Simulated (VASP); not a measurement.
# Relaxed cell volume of Si2Ni (Fm-3m) with local, gradient-corrected, meta-GGA and dispersion-corrected functionals

Nickel disilicide forms metallic contacts on silicon and can grow on it epitaxially, because the two cubic lattices differ in length by less than about one percent. A calculation of strain at such a contact therefore needs a lattice parameter with an error well below that mismatch. In a cubic crystal a small relative error in volume is three times the error in length, so a volume error of 1.5 % already means 0.5 % in length. The question is how far the relaxed volume lies from the diffraction cell of 13.17 Å³ per atom for each functional, and how much of the distance is due to dispersion terms. A positive error means that the calculated cell is too large.

## Calculations

The start is the cell of a diffraction database, 13.17 Å³ per atom, whose temperature is that of the entry, mostly ambient. VASP 6.6.1, plane waves with PAW, cutoff 520 eV; cell and atoms fully relaxed at zero pressure at each level, static lattice, collinear spin, no spin-orbit coupling. All ran on AMD EPYC 7R43 64-Core Processor (Zen 3), shared with other work, so times are rough. All levels use the PAW data sets made with PBE.

Notes on method and selection:

- The diffraction cell holds zero-point and thermal expansion, typically 0.5 to 2 % in volume at room temperature, which a static relaxation lacks.
- Crystals whose PBE volume lies more than 1.5 % under or 25 % over the diffraction cell, or whose cell differs by over 0.3 % from another measurement, were left out.
- Non-spherical gradient terms in the PAW spheres (LASPH) were on in all rows.
- Runs that did not converge, have known faults or may not be shown are not listed, and runs on Ansatz's PAW sets soft_1 and soft_2 are kept to separate tables.

Columns:

- volume error (%): relaxed volume relative to the diffraction cell.
- volume (Å³/atom): relaxed volume per atom.
- cost per step (core-s): processor time per ionic step of the relaxation.

Input lines of one member:

```
PREC = Accurate
ENCUT = 520
EDIFF = 1E-06
NELM = 100
ISMEAR = -1
SIGMA = 0.05
LREAL = .FALSE.
ALGO = Normal
GGA = CA
NBANDS = 16
ISPIN = 2
LASPH = .TRUE.
LMAXMIX = 4
LORBIT = 11
KPAR = 8
```

Command (options for logging and memory left out): `mpirun -np 8 vasp_std`

## Numbers

| member | volume error (%) | volume (Å³/atom) | cost per step (core-s) |
| --- | --- | --- | --- |
| LDA | −2.50 | 12.836 | 38 |
| optB88-vdW | 3.00 | 13.561 | 230 |
| r2SCAN | −1.16 | 13.013 | 160 |
| PBE | 1.94 | 13.421 | 50 |
| PBE + D3(BJ) | −1.57 | 12.959 | 56 |
| vdW-DF-cx | 0.13 | 13.182 | 200 |
| r2SCAN + rVV10 | −1.61 | 12.954 | 360 |
| PBEsol | ? | ? | 49 |

Cells marked ? are withheld until the estimate has been made.

## The trend and its physics

LDA gives the smallest cell, at −2.50 %, and optB88-vdW the largest, at 3.00 %. PBE lies 1.94 − (−2.50) = 4.44 percentage points above LDA. Gradient corrections to exchange lower the energy of uneven densities, which favours longer bonds, and in PBE this outweighs the opposing gradient term in correlation.

A dispersion term added to an unchanged functional contracts the cell, but by very different amounts. D3(BJ) moves PBE by −1.57 − 1.94 = −3.51 points, while rVV10 moves r2SCAN by −1.61 − (−1.16) = −0.45 points. r2SCAN already describes part of the attraction at intermediate range, and its rVV10 term is damped accordingly. D3(BJ) sums attractions between atom pairs and has no explicit screening by conduction electrons, which may make its pull too strong in a metallic silicide.

The name "vdW" alone does not imply a small cell. optB88-vdW and vdW-DF-cx share the same non-local correlation, yet differ by 3.00 − 0.13 = 2.87 points. That difference comes from their exchange parts.

Taken directly against the diffraction cell, vdW-DF-cx is nearest and optB88-vdW farthest. The measured cell, however, includes zero-point and thermal expansion, typically 0.5 to 2 % in volume, so an accurate static relaxation should give an error between about −0.5 and −2 %. r2SCAN, r2SCAN + rVV10 and PBE + D3(BJ) fall in that range; vdW-DF-cx lies somewhat above it and LDA somewhat below. The agreement of PBE + D3(BJ) rests on a large contraction offsetting the expansion of PBE. Since crystals with a PBE volume more than 1.5 % too small were excluded, the positive PBE error here says little about the sign in other silicides.

## Predicting the missing value

Plain estimates from the members shown:

- PBEsol, mean of the 7 members shown: −0.25 %, standard deviation 1.9

The mean of all seven members, −0.25 % with a standard deviation of 1.9, mixes functionals with strong and weak gradient corrections and counts two of them again with dispersion added. A narrower choice rests on how PBEsol is built. Its exchange follows the gradient expansion for slowly varying densities, with a coefficient little more than half that of PBE. Among the members shown, r2SCAN also recovers this expansion, and vdW-DF-cx has a similarly weak gradient dependence where the density varies slowly. These two are therefore taken as the nearest relatives.

Their mean is (−1.16 + 0.13) / 2 = −0.515 %. It lies between LDA at −2.50 % and PBE at 1.94 %, as expected for a gradient correction weaker than that of PBE. No further shift is applied.

Tried on a shown member, the route would assign the r2SCAN value to vdW-DF-cx and miss by 0.13 − (−1.16) = 1.29 points. The sample standard deviation of the pair is 1.29 / √2 = 0.91 points, which is used as the error. With only two relatives this width is itself uncertain, and both contain ingredients that PBEsol lacks: the kinetic-energy density in r2SCAN and non-local correlation in vdW-DF-cx. The estimate is thus a cell slightly smaller than the diffraction cell, with the sign not secured.

**Committed estimate, PBEsol: volume error = −0.5 ± 0.9 %.**

## The withheld result

| member | volume error (%) | volume (Å³/atom) | cost per step (core-s) |
| --- | --- | --- | --- |
| PBEsol | −0.98 | 13.037 | 49 |

| member | estimate | volume error (%) | computed | estimate − computed | miss in error bars |
| --- | --- | --- | --- | --- | --- |
| PBEsol | committed | −0.50 | −0.98 | +0.48 | 0.5 |
| PBEsol | mean | −0.25 | −0.98 | +0.73 |  |

The estimate of −0.5 % lies 0.48 points above the computed −0.98 %, inside its error bar of 0.9 points. The mean of the seven other members missed by 0.73 points, so the gain over it is small and a single case.

The expected order held: PBEsol falls between LDA and PBE. It lies −0.98 − (−2.50) = 1.52 points above LDA, against 4.44 points for PBE, which fits a weaker gradient correction to exchange. PBEsol also changes the gradient term in correlation, so the ratio of these two steps does not measure exchange alone.

Treating r2SCAN and vdW-DF-cx as equally close relatives worked less well. PBEsol lies −0.98 − (−1.16) = 0.18 points above r2SCAN, but vdW-DF-cx lies 0.13 − (−0.98) = 1.11 points above PBEsol and pulled the estimate upwards. A similar gradient dependence at slow density variation is therefore not enough to fix the volume to within a few tenths of a percent.

## Outliers

The mean of all eight errors is (−2.50 + 3.00 − 1.16 + 1.94 − 1.57 + 0.13 − 1.61 − 0.98) / 8 = −0.34 %. Farthest from it are optB88-vdW, at 3.00 − (−0.34) = 3.34 points, PBE, at 1.94 − (−0.34) = 2.28 points, and LDA, at −2.50 − (−0.34) = −2.16 points.

For optB88-vdW the likeliest reason is exchange that is too repulsive at the bond lengths of this compact metal. Its non-local correlation is the same as in vdW-DF-cx, so the attraction from that term cannot explain why its cell is larger. PBE errs in the same direction because its gradient correction to exchange is stronger than suits many dense solids, the weakness that PBEsol was designed to reduce.

LDA has the opposite error, its familiar overbinding. Its cell is still somewhat too small if the expansion contained in the measured volume is within the typical range of 0.5 to 2 %. The use of PBE data sets for the atomic cores may add a small error at every level except PBE and PBE + D3(BJ), but the regular order LDA, PBEsol, PBE is what the functionals themselves would give.

## Cost

PBEsol takes 49 core-seconds per ionic step, about the same as PBE, and brings the volume into the range expected of a static cell. r2SCAN reaches a similar volume at 160 / 49 = 3.3 times the cost. Adding rVV10 to r2SCAN raises the cost by a further factor of 360 / 160 = 2.3 and changes the volume by less than half a percent.

The most expensive levels are thus not needed for the volume of this crystal. optB88-vdW costs 230 / 50 = 4.6 times as much as PBE and gives a larger error. D3(BJ) adds little to the time of PBE, but its low price is no evidence that its strong contraction is physically right.

## What to take away

For this non-magnetic metal, both added dispersion terms shrink the cell, strongly with D3(BJ) on PBE and weakly with rVV10 on r2SCAN. A functional not yet tried can be estimated from the mean only to about 2 points; the closer estimate for PBEsol is one case and sets no rule.

The cubic cell holds 12 atoms, so its edge is a = (12 V)^(1/3), with V the volume per atom. PBEsol gives (12 × 13.037)^(1/3) = 5.388 Å and PBE (12 × 13.421)^(1/3) = 5.441 Å. The difference, 5.441 − 5.388 = 0.053 Å, is about 1 % in length, at least as large as the mismatch with silicon. Strain at the contact should therefore be calculated with both lattices relaxed at the same level.

Of the omitted physics, zero-point and thermal expansion would enlarge the calculated cells by roughly 0.5 to 2 %. This is less than the full spread of 3.00 − (−2.50) = 5.50 points, but enough to prevent a ranking of PBEsol, r2SCAN, r2SCAN + rVV10 and PBE + D3(BJ).

[Logs are printed without paths, hosts, clocks, repeated set-up lines and the standing remarks that a program may print on its own settings, such as how far it seeks lower states.]
